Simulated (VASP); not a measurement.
Energy against volume of AuAl2 (fluorite). Method: PBE GGA with D4 dispersion, VASP's PBE PAW potentials (set 64) (plane waves; VASP). Settings: 520 eV cut-off, 9×9×9 Γ-centred mesh, first-order Methfessel-Paxton smearing of 0.10 eV, potentials Al Au.

| V (Å³/atom) | E (eV/atom) |
|---|---|
| 16.830 | -4.38313 |
| 17.367 | -4.40393 |
| 17.904 | -4.41076 |
| 18.441 | -4.40579 |

Fit these four points and predict the energy of the run at 18.978 Å³/atom.

A cubic in V^(−2/3), the third-order Birch-Murnaghan form, passes through the four points with V0 = 17.93 Å³/atom and B0 = 116 GPa, and gives -4.3908 eV/atom there. The run gave -4.3909 eV/atom, -0.1 meV/atom from the fit; all five points give B0 = 116 GPa.

The compound is AuAl2 in the fluorite structure. It was relaxed first.
